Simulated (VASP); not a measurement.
# Ba2Re: single point with PBE

Ba2Re:

```
Ba Re
1.0
     5.34370    0.00000    0.00000
    -2.67185    4.62778    0.00000
     0.00000    0.00000    3.52730
Ba Re
2 1
Direct
  0.66667 0.33333 0.73854
  0.33333 0.66667 0.26146
  0.00000 0.00000 0.00000
```

The cell was built by a generator and needn't be a form met in nature.

```yaml
Program: VASP 6.6.1
Task: single point
Functional: PBE
Potentials_or_basis: VASP PAW PBE potentials, release 64 (Ba_sv, Re)
Cutoff: 520 eV
k_mesh: 6 × 6 × 8
Occupations: fermi-dirac, width 0.05 eV
Spin: no spin polarisation
Further_INCAR_settings: ALGO = Normal; EDIFF = 1e-07; NBANDS = 20
```

```yaml
Pressure: 1.8 GPa
Largest_force: 0.050 eV/Å
Band_gap_on_the_k_mesh: none (metal or under the smearing width)
```

Forces in eV/Å, atoms in the order of the input:
```
Ba   0.000  0.000 -0.050
Ba   0.000  0.000  0.050
Re   0.000  0.000  0.000
```

Stress tensor (GPa, compression positive):
```
1.98 0.00 0.00
0.00 1.98 0.00
0.00 0.00 1.37
```

Levels at points of the mesh, in eV from the Fermi level:
```tsv
k point	band 12	band 13	band 14	band 15	band 16	band 17
(0.00, 0.00, 0.00)	0.02	0.02	0.34	0.34	0.74	0.75
(0.50, 0.00, 0.00)	-0.50	-0.38	-0.15	0.59	1.26	1.88
(0.50, 0.50, 0.00)	-0.50	-0.38	-0.15	0.59	1.26	1.88
(0.00, 0.00, 0.50)	-0.26	-0.26	-0.01	-0.01	0.36	2.32
(0.50, 0.00, 0.50)	-0.63	-0.60	-0.27	0.83	2.29	2.34
(0.50, 0.50, 0.50)	-0.63	-0.60	-0.27	0.83	2.29	2.34
```

It took 75 s on 1 thread of Intel(R) Xeon(R) Platinum 8559C (Emerald Rapids), on a shared host, peak memory 0.3 GiB.

The run has no spin-orbit coupling, so splittings on Ba, Re are missing.
